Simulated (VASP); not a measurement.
InH3:

```
In H
1.0
     2.97997    0.00000    0.00000
     0.00000    2.97997    0.00000
     0.00000    0.00000    5.65166
In H
1 3
Direct
  0.00000 0.00000 0.00000
  0.50000 0.00000 0.50000
  0.00000 0.50000 0.50000
  0.50000 0.50000 0.50000
```

The cell was built by a generator and needn't be a form met in nature.

| Quantity | Value |
| --- | --- |
| Program | VASP 6.6.1 |
| Task | relaxation of cell and atoms |
| Functional | PBE |
| Potentials or basis | VASP PAW PBE potentials, release 64 (In_d, H) |
| Cutoff | 600 eV |
| k mesh | 9 × 9 × 5 |
| Occupations | gaussian, width 0.05 eV |
| Spin | no spin polarisation |

At the start: pressure -6.3 GPa; volume 12.55 Å³/atom.

**Question.** How do energy, volume and symmetry change on relaxing?

**Answer.** Over 22 steps the energy falls by 83.5 meV/atom and the volume is 9.15 Å³/atom (-27.1 %); space group P4/mmm (No. 123, to 0.05 Å).

The path:
```
step  energy change (eV)  largest force (eV/Å)  pressure (GPa)  volume (Å³)
   1              0.0000                0.0000           -6.33        50.19
   2             -0.1222                0.0000           -4.63        46.67
   3             -0.2166                0.0000           -1.59        42.25
   4             -0.2241                0.0000            0.87        40.18
   5             -0.2252                0.0000            0.12        40.75
   6             -0.2735                0.0000            0.10        39.63
   7             -0.2901                0.0000            0.32        38.80
   8             -0.2929                0.0000            0.43        38.42
   9             -0.2974                0.0000            0.79        37.65
  10             -0.3137                0.0000            2.36        36.09
  11             -0.2706                0.0000            7.01        32.87
  12             -0.3142                0.0000            3.00        35.61
  13             -0.3149                0.0000            2.73        35.84
  14             -0.3311                0.0000           -0.54        37.50
  15             -0.3314                0.0000           -0.13        37.28
  16             -0.3314                0.0000           -0.18        37.31
  17             -0.3318                0.0000           -0.11        37.22
  18             -0.3326                0.0000           -0.03        36.98
  19             -0.3338                0.0000            0.30        36.47
  20             -0.3336                0.0000            0.08        36.54
  21             -0.3338                0.0000            0.22        36.49
  22             -0.3339                0.0000            0.06        36.60
```

Final structure:
```
In H
1.0
     2.90578    0.00000    0.00000
     0.00000    2.90578    0.00000
     0.00000    0.00000    4.33428
In H
1 3
Direct
  0.00000 0.00000 0.00000
  0.50000 0.00000 0.50000
  0.00000 0.50000 0.50000
  0.50000 0.50000 0.50000
```

Caveat: the volume moved by over 15 % at a fixed basis, so the end points are rough.
